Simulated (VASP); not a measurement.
Data:

```xyz
1
Lattice="0.0000 2.0227 2.0227 2.0227 0.0000 2.0227 2.0227 2.0227 0.0000" Properties=species:S:1:pos:R:3 pbc="T T T"
Ag     4.0455     4.0455     4.0455
```

Computed with PBEsol GGA, VASP's PBE PAW potentials (set 64) (plane waves; VASP). Numerical set-up: 480 eV cut-off, 14×14×14 Γ-centred mesh, first-order Methfessel-Paxton smearing of 0.10 eV, potentials Ag.

**Question.** Predict the energy per atom (σ→0), band gap (on the k-mesh) with the smallest direct gap where there is one.

**Answer.** 
```
Item                                                        Result
------------------------  ----------------------------------------
band gap (on the k-mesh)  none (metal, semimetal or under 0.01 eV)
energy per atom (σ→0)                               -3.309 eV/atom
```

The absolute energy has meaning only against runs of the same code, potentials and settings.

The compound is Ag in the fcc structure. It was relaxed first.
